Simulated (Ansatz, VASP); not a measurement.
# Cross-check of Tl2Se between VASP and Ansatz, part 2 of 2

Wanted: the spread between two codes on one cell, functional and k mesh. The cell is generated by rule, not measured, and may not be a known phase. The cell is taken from a series of runs on this material, whose earlier steps may have relaxed, scaled, displaced or heated it; both programs get it as it stands.

VASP 6.6.1 and Ansatz 0.2.0.

So far: The starting structure; VASP: zone-centre phonons, PBEsol.

### Step 2. VASP: zone-centre phonons, PBEsol (continued)

Level of this step: PBEsol; plane waves and PAW (Se, Tl_d); invented cell (VASP).

Numbers of over 12 decimals in the logs are rounded to 6 here.

OUTCAR, selected parts (step 2):

```text
ion  position               nearest neighbor table
   1  0.500  0.000  0.714-   5 2.84   4 3.23   6 3.23   4 3.23   6 3.23   3 3.42   3 3.42   3 3.42
                             3 3.42
   2  0.000  0.500  0.286-   3 2.84   4 3.23   6 3.23   6 3.23   4 3.23   5 3.42   5 3.42   5 3.42
                             5 3.42
   3  0.000  0.500  0.660-   2 2.84   1 3.42   1 3.42   1 3.42   1 3.42   6 3.52   6 3.52   4 3.52
                             4 3.52
   4  0.500  0.500  0.000-   1 3.23   2 3.23   1 3.23   2 3.23   6 3.39   6 3.39   6 3.39   6 3.39
                             5 3.52   3 3.52   5 3.52   3 3.52
   5  0.500  0.000  0.340-   1 2.84   2 3.42   2 3.42   2 3.42   2 3.42   4 3.52   6 3.52   6 3.52
                             4 3.52
   6  0.000  0.000  0.000-   1 3.23   2 3.23   2 3.23   1 3.23   4 3.39   4 3.39   4 3.39   4 3.39
                             3 3.52   3 3.52   5 3.52   5 3.52

  LATTYP: Found a simple tetragonal cell.
 ALAT       =     4.7983720339
 C/A-ratio  =     1.5771070396

 Subroutine GETGRP returns: Found 16 space group operations
 (whereof  8 operations were pure point group operations)

The static configuration has the point symmetry D_2d.
 The point group associated with its full space group is D_4h.

 Found     60 irreducible k-points:

   k-points           NKPTS =     60   k-points in BZ     NKDIM =     60   number of bands    NBANDS=     39

   dimension x,y,z NGX =    36 NGY =   36 NGZ =   56
   dimension x,y,z NGXF=    72 NGYF=   72 NGZF=  112

   ENCUT  =  500.0 eV  36.75 Ry    6.06 a.u.   8.75  8.75 13.80*2*pi/ulx,y,z

   NELECT =      64.0000    total number of electrons

 k-points in reciprocal lattice and weights: Automatic mesh
   0.00000000  0.00000000  0.00000000       0.003
   0.12500000  0.00000000  0.00000000       0.010
   0.25000000  0.00000000  0.00000000       0.010
   0.37500000  0.00000000  0.00000000       0.010
   0.50000000  0.00000000  0.00000000       0.005
   0.12500000  0.12500000  0.00000000       0.010
   0.25000000  0.12500000  0.00000000       0.021
   0.37500000  0.12500000  0.00000000       0.021
   0.50000000  0.12500000  0.00000000       0.010
[...]
0.50000000  0.37500000  0.50000000       0.010
   0.50000000  0.50000000  0.50000000       0.003

 average (electrostatic) potential at core
       1 -52.9780       2 -52.9780       3 -84.2250       4 -84.4823       5 -84.2250
       6 -84.4823

 Eigenvectors and eigenvalues of the dynamical matrix
 ----------------------------------------------------

   1 f  =    3.856027 THz    24.228132 2PiTHz  128.623212 cm-1    15.947239 meV
             X         Y         Z           dx          dy          dz
      2.399186  0.000000  5.406327    -0.000000    0.000000   -0.631599
      0.000000  2.399186  2.161220     0.000000    0.000000    0.631599
      0.000000  2.399186  4.997172     0.000000    0.000000   -0.317935
      2.399186  2.399186  0.000000    -0.000000    0.000000    0.000000
      2.399186  0.000000  2.570374    -0.000000    0.000000    0.317935
      0.000000  0.000000  0.000000     0.000000   -0.000000   -0.000000

   2 f  =    3.346026 THz    21.023703 2PiTHz  111.611422 cm-1    13.838046 meV
             X         Y         Z           dx          dy          dz
      2.399186  0.000000  5.406327     0.000000   -0.000000   -0.526883
      0.000000  2.399186  2.161220    -0.000000    0.000000   -0.526883
      0.000000  2.399186  4.997172    -0.000000    0.000000    0.454269
      2.399186  2.399186  0.000000     0.000000    0.000000   -0.126627
      2.399186  0.000000  2.570374     0.000000   -0.000000    0.454269
      0.000000  0.000000  0.000000    -0.000000   -0.000000   -0.126627

   3 f  =    2.436694 THz    15.310201 2PiTHz   81.279366 cm-1    10.077353 meV
             X         Y         Z           dx          dy          dz
      2.399186  0.000000  5.406327    -0.054484    0.354300   -0.000000
      0.000000  2.399186  2.161220     0.054484   -0.354300   -0.000000
      0.000000  2.399186  4.997172     0.011048   -0.071842   -0.000000
      2.399186  2.399186  0.000000    -0.091980   -0.598129   -0.000000
      2.399186  0.000000  2.570374    -0.011048    0.071842    0.000000
      0.000000  0.000000  0.000000     0.091980    0.598129    0.000000

   4 f  =    2.436694 THz    15.310201 2PiTHz   81.279366 cm-1    10.077353 meV
             X         Y         Z           dx          dy          dz
      2.399186  0.000000  5.406327     0.354300    0.054484   -0.000000
      0.000000  2.399186  2.161220    -0.354300   -0.054484    0.000000
      0.000000  2.399186  4.997172    -0.071842   -0.011048   -0.000000
      2.399186  2.399186  0.000000     0.598129   -0.091980    0.000000
      2.399186  0.000000  2.570374     0.071842    0.011048   -0.000000
      0.000000  0.000000  0.000000    -0.598129    0.091980    0.000000

   5 f  =    2.164410 THz    13.599389 2PiTHz   72.196945 cm-1     8.951276 meV
             X         Y         Z           dx          dy          dz
      2.399186  0.000000  5.406327    -0.000000   -0.000000   -0.375975
      0.000000  2.399186  2.161220     0.000000    0.000000   -0.375975
      0.000000  2.399186  4.997172     0.000000    0.000000   -0.290020
      2.399186  2.399186  0.000000    -0.000000    0.000000    0.523957
      2.399186  0.000000  2.570374    -0.000000   -0.000000   -0.290020
      0.000000  0.000000  0.000000     0.000000   -0.000000    0.523957

   6 f  =    1.774161 THz    11.147381 2PiTHz   59.179636 cm-1     7.337336 meV
             X         Y         Z           dx          dy          dz
      2.399186  0.000000  5.406327     0.000000   -0.000000   -0.317935
      0.000000  2.399186  2.161220     0.000000   -0.000000    0.317935
      0.000000  2.399186  4.997172    -0.000000    0.000000    0.631599
      2.399186  2.399186  0.000000    -0.000000    0.000000   -0.000000
      2.399186  0.000000  2.570374    -0.000000    0.000000   -0.631599
      0.000000  0.000000  0.000000    -0.000000    0.000000    0.000000

   7 f  =    1.760355 THz    11.060640 2PiTHz   58.719138 cm-1     7.280242 meV
             X         Y         Z           dx          dy          dz
      2.399186  0.000000  5.406327    -0.585917    0.235934   -0.000000
      0.000000  2.399186  2.161220    -0.585917    0.235934    0.000000
      0.000000  2.399186  4.997172     0.094489   -0.038048    0.000000
      2.399186  2.399186  0.000000     0.279306   -0.112469    0.000000
      2.399186  0.000000  2.570374     0.094489   -0.038048   -0.000000
      0.000000  0.000000  0.000000     0.279306   -0.112469    0.000000

   8 f  =    1.760355 THz    11.060640 2PiTHz   58.719138 cm-1     7.280242 meV
             X         Y         Z           dx          dy          dz
      2.399186  0.000000  5.406327     0.235934    0.585917   -0.000000
      0.000000  2.399186  2.161220     0.235934    0.585917    0.000000
      0.000000  2.399186  4.997172    -0.038048   -0.094489    0.000000
      2.399186  2.399186  0.000000    -0.112469   -0.279306    0.000000
      2.399186  0.000000  2.570374    -0.038048   -0.094489   -0.000000
      0.000000  0.000000  0.000000    -0.112469   -0.279306   -0.000000

   9 f  =    1.221138 THz     7.672639 2PiTHz   40.732795 cm-1     5.050221 meV
             X         Y         Z           dx          dy          dz
      2.399186  0.000000  5.406327     0.521411   -0.155126    0.000000
      0.000000  2.399186  2.161220    -0.521411    0.155126   -0.000000
      0.000000  2.399186  4.997172     0.340063   -0.101173    0.000000
      2.399186  2.399186  0.000000    -0.268011   -0.079736    0.000000
      2.399186  0.000000  2.570374    -0.340063    0.101173    0.000000
      0.000000  0.000000  0.000000     0.268011    0.079736    0.000000

  10 f  =    1.221138 THz     7.672639 2PiTHz   40.732795 cm-1     5.050221 meV
             X         Y         Z           dx          dy          dz
      2.399186  0.000000  5.406327    -0.155126   -0.521411   -0.000000
      0.000000  2.399186  2.161220     0.155126    0.521411    0.000000
      0.000000  2.399186  4.997172    -0.101173   -0.340063    0.000000
      2.399186  2.399186  0.000000     0.079736   -0.268011    0.000000
      2.399186  0.000000  2.570374     0.101173    0.340063   -0.000000
      0.000000  0.000000  0.000000    -0.079736    0.268011   -0.000000

  11 f  =    1.017643 THz     6.394042 2PiTHz   33.944930 cm-1     4.208633 meV
             X         Y         Z           dx          dy          dz
      2.399186  0.000000  5.406327    -0.112534   -0.060215   -0.000000
      0.000000  2.399186  2.161220    -0.112534   -0.060215    0.000000
      0.000000  2.399186  4.997172     0.469224    0.251074   -0.000000
      2.399186  2.399186  0.000000    -0.394807   -0.211255   -0.000000
      2.399186  0.000000  2.570374     0.469224    0.251074   -0.000000
      0.000000  0.000000  0.000000    -0.394807   -0.211255    0.000000

  12 f  =    1.017643 THz     6.394042 2PiTHz   33.944930 cm-1     4.208633 meV
             X         Y         Z           dx          dy          dz
      2.399186  0.000000  5.406327     0.060215   -0.112534    0.000000
      0.000000  2.399186  2.161220     0.060215   -0.112534    0.000000
      0.000000  2.399186  4.997172    -0.251074    0.469224    0.000000
      2.399186  2.399186  0.000000     0.211255   -0.394807   -0.000000
      2.399186  0.000000  2.570374    -0.251074    0.469224    0.000000
      0.000000  0.000000  0.000000     0.211255   -0.394807    0.000000

  13 f  =    0.974591 THz     6.123537 2PiTHz   32.508862 cm-1     4.030583 meV
             X         Y         Z           dx          dy          dz
      2.399186  0.000000  5.406327    -0.000000    0.000000    0.000000
      0.000000  2.399186  2.161220     0.000000   -0.000000    0.000000
      0.000000  2.399186  4.997172     0.000000   -0.000000    0.000000
      2.399186  2.399186  0.000000     0.000000    0.000000   -0.707107
      2.399186  0.000000  2.570374    -0.000000    0.000000    0.000000
      0.000000  0.000000  0.000000     0.000000   -0.000000    0.707107
    [... 43 further lines ...]
      2.399186  0.000000  2.570374     0.334217   -0.307757   -0.000000
      0.000000  0.000000  0.000000     0.336173   -0.309558   -0.000000

 ELASTIC MODULI CONTR FROM IONIC RELAXATION (kBar)
 Direction    XX          YY          ZZ          XY          YZ          ZX
 --------------------------------------------------------------------------------
 XX         -57.1420    -46.7172    -25.0400      0.0000     -0.0000     -0.0000
 YY         -46.7172    -57.1420    -25.0400      0.0000     -0.0000     -0.0000
 ZZ         -25.0400    -25.0400   -155.5922      0.0000     -0.0000     -0.0000
 XY           0.0000      0.0000      0.0000      0.0000      0.0000      0.0000
 YZ          -0.0000     -0.0000     -0.0000      0.0000    -11.9483      0.0000
 ZX          -0.0000     -0.0000     -0.0000      0.0000      0.0000    -11.5364
 --------------------------------------------------------------------------------
```

### Step 3. Ansatz: zone-centre phonons, PBEsol

Ansatz runs on its default PAW (the set named soft_2) files.

The same cell, functional, mesh and smearing now go to Ansatz, which takes its cutoff from its data sets.

Contents of input.yaml:

```yaml
crystal:
  lattice:
    - [4.7983720339, 0.0, 0.0]
    - [0.0, 4.7983720339, 0.0]
    - [0.0, 0.0, 7.5675463132]
  atoms:
    - { symbol: Se, position: [0.5, 0.0, 0.7144094608] }
    - { symbol: Se, position: [0.0, 0.5, 0.2855905392] }
    - { symbol: Tl, position: [0.0, 0.5, 0.6603424898] }
    - { symbol: Tl, position: [0.5, 0.5, 0.0] }
    - { symbol: Tl, position: [0.5, 0.0, 0.3396575102] }
    - { symbol: Tl, position: [0.0, 0.0, 0.0] }
kpoints:
  mp_grid: { grid: [8, 8, 6] }
hamiltonian:
  xc: pbesol
scf:
  occupations: { method: methfessel_paxton, width: 0.2 }
output:
  eigenvalues: true
phonons:
  method: dfpt
```

Started as:

```console
$ ansatz run input.yaml --threads 8 --pin off --max-ram 14336MiB --backend cpu --events-out ev --progress --plain --runs-dir out
```

The program printed:

```text
zone centre: on kpoints.mp_grid the ground state, and the responses unless they are solved on pairs of k-points, stand on 100 of the mesh's 384 k-points, reduced under 4 symmetry operations, with k and −k counted as one. Each operation leaves every solved displacement unchanged or reverses it
Engine: ansatz 0.2.0, aarch64-unknown-linux-gnu
Pseudopotentials: kind: paw
Pseudopotential: Se, paw, valence charge 16, recommended cutoff 420 eV (normal), Se.paw.azcp
Pseudopotential: Tl, paw, valence charge 13, recommended cutoff 420 eV (normal), Tl.paw.azcp
Functional definition: PBEsol
  exchange = pbesol_x
  correlation = pbesol_c
Crystal: 6 atoms, lattice volume = 174.238 Å³
Basis set: ecut = 420 eV, 3325 PW (Γ), exchange–correlation on 72×72×108 points (8 copies of the dense FFT grid, shifted against one another)
Bands: 51, of which v1, the nominal top of the filled ones, is band 42 counted from 1 (41 counted from 0)
Symmetry: 16 space group operations
k-points: 100 of 384 (irreducible under 4 space group operations, time reversal used)
Non-local potential: Se, projectors of the file, l = 0: 2, l = 1: 2, l = 2: 3, l = 3: 1
Non-local potential: Tl, projectors of the file, l = 0: 2, l = 1: 2, l = 2: 2, l = 3: 1
PAW form: soft (Blöchl's): semilocal exchange-correlation on the pseudo side does not see the compensation charge
PAW frozen core: Se, regenerated for the run's functional, and the local potential with it (the file was generated under x = pbe(κ = 0.804, μ = 0.219515), c = pbe(β = 0.066725))
PAW frozen core: Tl, regenerated for the run's functional, and the local potential with it (the file was generated under x = pbe(κ = 0.804, μ = 0.219515), c = pbe(β = 0.066725))
PAW one-centre angular grid: Se, 590 points (default); XC on 64 Gauss nodes
PAW one-centre angular grid: Tl, 590 points (default); XC on 64 Gauss nodes
Initial density: superposition of atomic densities (neutral atoms: chi_scale 0, normalization atom), corrected by the library's trained network
Initial wavefunctions: pseudopotential atomic-orbital guess
Functional: x = pbesol(κ = 0.804, μ = 0.123457), c = pbesol(β = 0.046)
SCF iter   1: F=—  HF=-56032.641195 eV  |F-HF|=—  |Δ(HF+E_count)|=         —  Δρ=4.45e-3  dr2=8.47e-2  ethr=1.77e-3  ⟨swp⟩=7.1  Hψ=20263  notcnv=0
preconditioner: auto → Kerker (q_TF=auto, 2.416 Å⁻¹)  [metal: Δε(μ)=0.037 eV  Ē_g=12.007 eV  σ=0.200 eV  W_gap=0.15  n_scr=36 (ndim 8)  ℏωp=22.5 eV  f_vac=0.025  D(μ)=0.58/eV (n_scr^D=0)]
SCF iter   2: F=—  HF=-56032.624490 eV  |F-HF|=—  |Δ(HF+E_count)|=   1.67e-2  S|Δr|=    0.00e0  Δρ=1.96e-3  dr2=1.92e-2  ethr=1.01e-4  ⟨swp⟩=1.1  Hψ=5908  notcnv=0
SCF iter   3: F=—  HF=-56032.620692 eV  |F-HF|=—  |Δ(HF+E_count)|=   3.80e-3  S|Δr|=    0.00e0  Δρ=7.16e-4  dr2=2.52e-3  ethr=2.29e-5  ⟨swp⟩=2.4  Hψ=6964  notcnv=0
SCF iter   4: F=—  HF=-56032.620327 eV  |F-HF|=—  |Δ(HF+E_count)|=   3.65e-4  S|Δr|=    0.00e0  Δρ=3.45e-4  dr2=3.47e-4  ethr=3.00e-6  ⟨swp⟩=2.0  Hψ=7444  notcnv=0
SCF iter   5: F=—  HF=-56032.620303 eV  |F-HF|=—  |Δ(HF+E_count)|=   2.38e-5  S|Δr|=    0.00e0  Δρ=8.13e-5  dr2=3.65e-5  ethr=4.13e-7  ⟨swp⟩=2.2  Hψ=7659  notcnv=0
SCF iter   6: F=—  HF=-56032.620288 eV  |F-HF|=—  |Δ(HF+E_count)|=   1.53e-5  S|Δr|=    0.00e0  Δρ=3.21e-5  dr2=5.37e-6  ethr=4.34e-8  ⟨swp⟩=2.0  Hψ=8988  notcnv=0
SCF iter   7: F=—  HF=-56032.620377 eV  |F-HF|=—  |Δ(HF+E_count)|=   8.88e-5  S|Δr|=    0.00e0  Δρ=1.08e-5  dr2=8.06e-7  ethr=6.39e-9  ⟨swp⟩=2.0  Hψ=8996  notcnv=0
SCF iter   8: F=—  HF=-56032.620377 eV  |F-HF|=—  |Δ(HF+E_count)|=   8.13e-8  S|Δr|=    0.00e0  Δρ=4.41e-6  dr2=8.36e-8  ethr=9.60e-10  ⟨swp⟩=2.0  Hψ=9000  notcnv=0
SCF iter   9: F=—  HF=-56032.620377 eV  |F-HF|=—  |Δ(HF+E_count)|=   3.39e-9  S|Δr|=    0.00e0  Δρ=1.44e-6  dr2=7.91e-9  ethr=9.96e-11  ⟨swp⟩=2.0  Hψ=9002  notcnv=0
SCF iter  10: F=—  HF=-56032.620377 eV  |F-HF|=—  |Δ(HF+E_count)|=   5.01e-9  S|Δr|=    0.00e0  Δρ=4.80e-7  dr2=6.79e-10  ethr=9.42e-12  ⟨swp⟩=2.0  Hψ=5969  notcnv=0
SCF iter  11: F=—  HF=-56032.620377 eV  |F-HF|=—  |Δ(HF+E_count)|=  2.26e-10  S|Δr|=    0.00e0  Δρ=1.56e-7  dr2=7.88e-11  ethr=1.00e-12  ⟨swp⟩=2.0  Hψ=8998  notcnv=0
SCF iter  12: F=-56032.620377 eV  HF=-56032.620377 eV  |F-HF|=7.28e-12  |Δ(HF+E_count)|=    0.00e0  S|Δr|=    0.00e0  Δρ=4.83e-8  dr2=6.97e-12  ethr=1.00e-12  ⟨swp⟩=9.3  Hψ=25215  notcnv=0
SCF 1 converged in 12 iterations: F = -56032.620377 eV  dr2 = 6.97e-12
  greatest PAW one-centre occupation: 1.000 electrons in one spin orbital (limit 2), on the Se atom at site 1 (counted from 0), in its partial waves of l = 2
DFPT response loops at Γ: preconditioner auto → Kerker (q_TF=auto, 2.416 Å⁻¹) (partly filled bands, converged f_vac=0.024); β = 1.00, the filter's whole step (`scf.mixing.beta` (0.50) is not read by the response loops under this deck's `scf.mixing.preconditioner`; to damp them name `kerker` or `kerker_dos`, under which they read `scf.mixing.beta`, and type it under 1.00, their step now; both keys bind the ground state too); Broyden in place of MSR1
SCF converged after 12 iterations
Stability not checked: this state was not tested for a lower state beside it, because cold or Methfessel-Paxton smearing, or corrected tetrahedra, fill the levels in a way that the test cannot read (fill_not_monotonic; see scf.lower_state_search)
Free energy (F): -56032.620377 eV
Harris-Foulkes:  -56032.620377 eV  (|F-HF|=7.28e-12)
Internal energy: -56032.623394 eV  (E = F + TS)
E sigma→0 (E₀):  -56032.621131 eV
Entropy (-TS):   0.003017 eV (0.503 meV/atom)
Fermi energy:    8.382799 eV
--- Per-component energies (eV) ---
  E_band       = -787.262779
  E_kinetic    = 1567.671847
  E_local      = -8757.324931  (includes V_loc(G=0)·N_el)
  E_nonlocal   = 93.045620
  E_hartree    = 3863.955582
  E_xc         = -1122.718664
  E_vxc        = -765.534253  (∫ρ·V_xc dr)
  E_paw        = -43801.790698  (= ΣΔE_a)
  E_vpaw       = -653.031095  (= ΣTr[D̂ρ^β])
  E_aug_tail   = -0.001078  (compensation charges beyond the density's cutoff)
  E_ewald      = -7877.631034
  E_core_change = 2.169961  (= ΣΔE_core)
  E_smearing   = 0.003017  (= −TS)
  E_closure    = -0.000000  (closes the sum)
  Σ components = -56032.620377   (vs F -56032.620377, Δ=0.00e0)
--- Band table (eV; the first three rows and the last of 100) ---
  k-point 0: bands = [... 38 lower, 6.9876, 6.9876, 6.9973, 8.8644, 10.0102, 10.0102, 10.4038, 11.4809, ... 5 higher]
  k-point 1: bands = [... 38 lower, 6.8774, 6.8774, 6.9604, 8.0628, 10.0469, 10.0469, 11.1834, 11.3942, ... 5 higher]
  k-point 2: bands = [... 38 lower, 6.3340, 6.6023, 6.6023, 7.5493, 10.1278, 10.1278, 11.2499, 11.4671, ... 5 higher]
  k-point 99: bands = [... 38 lower, 6.8932, 6.8932, 7.6575, 7.6575, 8.0878, 8.0878, 11.7574, 11.7574, ... 5 higher]
--- Phonons (Γ-DFPT): 6 representative perturbations + reference, on 100 of 384 k-points (Σ response iterations 18) ---
  k mesh reduced under 4 symmetry operations, with k and −k counted as one. Each operation leaves every solved displacement unchanged or reverses it
  ASR residual: 4.193e-5 → 0.000e0 eV/Å²; symmetrization residual: 1.932e-5 eV/Å²
  ASR residual per site (eV/Å²): 3.15e-5 3.15e-5 1.39e-5 4.19e-5 1.39e-5 4.19e-5
  Γ frequencies (cm⁻¹): 0.00 0.00 0.00 30.71 30.71 32.09 32.71 32.71 39.90 39.90 58.18 58.18 59.03 71.71 80.50 80.50 110.85 128.09
  non-analytic LO–TO correction: not included (Born effective charges unavailable; polar crystals: no LO–TO splitting at Γ)
```

### Step 4. Side by side

Known differences besides the potentials themselves: the data sets hold 84 valence electrons in Ansatz (on its default PAW (the set named soft_2) files) and 64 in VASP; the cutoff is 420 eV in Ansatz and 500 eV in VASP; Ansatz makes its cores anew for this functional, VASP keeps those of its PBE data sets. Total energies have different zeros and are not compared.

Compared:

| quantity | Ansatz | VASP | difference |
| --- | --- | --- | --- |
| optical mode 1 to 2 (cm⁻¹) | 30.7 | 32.3 | -1.6 |
| optical mode 3 (cm⁻¹) | 32.1 | 32.5 | -0.4 |
| optical mode 4 to 5 (cm⁻¹) | 32.7 | 33.9 | -1.2 |
| optical mode 6 to 7 (cm⁻¹) | 39.9 | 40.7 | -0.8 |
| optical mode 8 to 9 (cm⁻¹) | 58.2 | 58.7 | -0.92 % |
| optical mode 10 (cm⁻¹) | 59.0 | 59.2 | -0.25 % |
| optical mode 11 (cm⁻¹) | 71.7 | 72.2 | -0.67 % |
| optical mode 12 to 13 (cm⁻¹) | 80.5 | 81.3 | -0.96 % |
| optical mode 14 (cm⁻¹) | 110.8 | 111.6 | -0.68 % |
| optical mode 15 (cm⁻¹) | 128.1 | 128.6 | -0.41 % |

Modes are paired by rising frequency, not by their patterns, so a pair may set unlike modes beside each other; they are those without the splitting of longitudinal modes.

### Step 5. What came out

| Quantity | Value |
| --- | --- |
| r.m.s. difference of the optical zone-centre modes, each program's sorted by frequency (zone-centre phonons, PBEsol) | 0.93 cm⁻¹ |
| difference in optical mode 12 to 13 (zone-centre phonons, PBEsol) | -1.0 % |

**Reading.** The r.m.s. difference of the optical zone-centre modes, each program's sorted by frequency is 0.93 cm⁻¹ (zone-centre phonons, PBEsol). The data sets hold unlike numbers of valence electrons (84 in Ansatz and 64 in VASP), so part of the differences comes from the potentials. Among the rows given in per cent, the largest difference of the zone-centre phonons, PBEsol pair is in optical mode 12 to 13, -1.0 %. How closely two codes agree says nothing of how well the functional describes the real material.

[Lines on the potential files, build, host, timing and source positions are cut from VASP's logs without a mark.]

[Logs are printed without paths, hosts, clocks, repeated set-up lines and the standing remarks that a program may print on its own settings, such as how far it seeks lower states.]

[Hosts, paths, dates, database ids (printed as entryN), source tags and the programs' standing remarks are cut or masked in the printed files.]
